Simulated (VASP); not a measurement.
Output of a VASP run:

**OSZICAR**
```
       N       E                     dE             d eps       ncg     rms          rms(c)
DAV:   1     0.108081840258E+03    0.10808E+03   -0.90956E+03   536   0.124E+03
DAV:   2    -0.127557288483E+01   -0.10936E+03   -0.10498E+03   615   0.296E+02
DAV:   3    -0.605321251724E+01   -0.47776E+01   -0.47659E+01   615   0.634E+01
DAV:   4    -0.609106722778E+01   -0.37855E-01   -0.37846E-01   600   0.554E+00
DAV:   5    -0.609167171156E+01   -0.60448E-03   -0.60448E-03   620   0.681E-01    0.742E+00
DAV:   6    -0.553536828884E+01    0.55630E+00   -0.10923E+00   683   0.129E+01    0.601E+00
DAV:   7    -0.552161189064E+01    0.13756E-01   -0.21802E-01   540   0.369E+00    0.311E+00
DAV:   8    -0.552622437653E+01   -0.46125E-02   -0.20184E-02   550   0.206E+00    0.304E-01
DAV:   9    -0.552668177381E+01   -0.45740E-03   -0.27037E-03   595   0.773E-01    0.760E-02
DAV:  10    -0.552716933246E+01   -0.48756E-03   -0.50061E-04   535   0.200E-01    0.961E-02
DAV:  11    -0.552743813416E+01   -0.26880E-03   -0.57771E-04   520   0.187E-01    0.286E-02
DAV:  12    -0.552742452865E+01    0.13606E-04   -0.39336E-05   608   0.899E-02    0.110E-02
DAV:  13    -0.552742974483E+01   -0.52162E-05   -0.10707E-05   525   0.215E-02    0.112E-02
DAV:  14    -0.552743013749E+01   -0.39266E-06   -0.16481E-06   524   0.863E-03
   1 F= -.55274301E+01 E0= -.55274301E+01  d E =-.552743E+01
```

File OUTCAR:
```
------------------------ aborting loop because EDIFF is reached ----------------------------------------
  FORCE on cell =-STRESS in cart. coord.  units (eV):
  Direction    XX          YY          ZZ          XY          YZ          ZX
  --------------------------------------------------------------------------------------
  Total        0.0162324      0.0162324      0.0162324      0.0000000      0.0000000     -0.0000000
  in kB        0.4779508      0.4779508      0.4779508      0.0000000      0.0000000     -0.0000000
  external PRESSURE =       0.4779508 kB  Pullay stress =       0.0000000 kB
  volume of cell :       54.41
      direct lattice vectors                 reciprocal lattice vectors
     0.000000000  3.007644925  3.007644925    -0.166243028  0.166243028  0.166243028
     3.007644925  0.000000000  3.007644925     0.166243028 -0.166243028  0.166243028
     3.007644925  3.007644925  0.000000000     0.166243028  0.166243028 -0.166243028
  FREE ENERGIE OF THE ION-ELECTRON SYSTEM (eV)
  ---------------------------------------------------
  free  energy   TOTEN  =        -5.5274301375 eV

  energy  without entropy=       -5.5274301375  energy(sigma->0) =       -5.52743014

 reached required accuracy - stopping structural energy minimisation
```
(Selected blocks of OUTCAR.)

**POSCAR**
```
CdS
1
    0.0000000000     3.0076449250     3.0076449250
    3.0076449250    -0.0000000000     3.0076449250
    3.0076449250     3.0076449250    -0.0000000000
Cd S
1 1
Direct
  0.0000000000   0.0000000000   0.0000000000
  0.2500000000   0.2500000000   0.2500000000
```

**Question.** Write an INCAR and KPOINTS that could have produced this output.

**Answer.** Several could match; the one computed here: the input of the run itself, RPBE GGA, plane waves, VASP's PBE PAW potentials (set 64).

KPOINTS:
```
Automatic mesh
0
G
 7 7 7
```

### INCAR
```
NSW  =  60
LREAL  =  .FALSE.   ! projection in real space or not
ENCUT  =  520
SIGMA  =  0.05   ! width (eV)
PREC  =  Accurate
ISIF  =  3
GGA  =  RP
LCHARG  =  .FALSE.
ISMEAR  =  0   ! Gaussian
EDIFFG  =  -0.01   ! ionic stop
LMAXMIX  =  4   ! l cut-off of mixed one-centre charges
NELM  =  100
ALGO  =  Normal   ! blocked Davidson
LWAVE  =  .FALSE.
SYSTEM  =  CdS
IBRION  =  2   ! conjugate gradients
LASPH  =  .TRUE.   ! aspherical one-centre terms
EDIFF  =  1E-6   ! SCF stop (eV)
```

POTCAR, in this order: Cd S (PBE.64 set). Program: vasp_std.

The compound is CdS in the zinc blende structure, a metastable form; wurtzite is the usual one. It was relaxed first, which changed the volume by +10 %. The start is the result of an earlier pass.
